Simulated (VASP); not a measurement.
Sn:

```
Sn
1.0
     0.00000    3.23334    3.23334
     3.23334    0.00000    3.23334
     3.23334    3.23334    0.00000
Sn
2
Direct
  0.00000 0.00000 0.00000
  0.25000 0.25000 0.25000
```

This isn't the form of Sn at room conditions, which is tetragonal (white tin).

| Item | Value |
| --- | --- |
| Program | VASP 6.6.1 |
| Task | relaxation of cell and atoms |
| Functional | PBE |
| Potentials or basis | VASP PAW PBE potentials, release 64 (Sn_d) |
| Cutoff | 520 eV |
| k mesh | 8 × 8 × 8 |
| Occupations | gaussian, width 1 eV |
| Spin | no spin polarisation |

At the start: pressure 4.2 GPa; volume 33.80 Å³/atom.

Question: How do energy, volume and symmetry change on relaxing?

Answer: Over 6 steps the energy falls by 44.2 meV/atom and the volume is 37.52 Å³/atom (+11.0 %); space group Fd-3m (No. 227, to 0.05 Å).

Step by step:
```
step  energy change (eV)  largest force (eV/Å)  pressure (GPa)  volume (Å³)
   1              0.0000                0.0000            4.23        67.61
   2             -0.0849                0.0000           -0.64        76.73
   3             -0.0884                0.0000            0.02        75.01
   4             -0.0883                0.0000           -0.04        75.16
   5             -0.0884                0.0000           -0.01        75.07
   6             -0.0884                0.0000            0.00        75.04
```

Final structure:
```
CELL_PARAMETERS angstrom
0.00000 3.34779 3.34779
3.34779 0.00000 3.34779
3.34779 3.34779 0.00000
ATOMIC_POSITIONS crystal
Sn 0.00000 0.00000 0.00000
Sn 0.25000 0.25000 0.25000
```

Caveat: the volume moved by +11 % from the deposited cell, more than functionals usually miss.
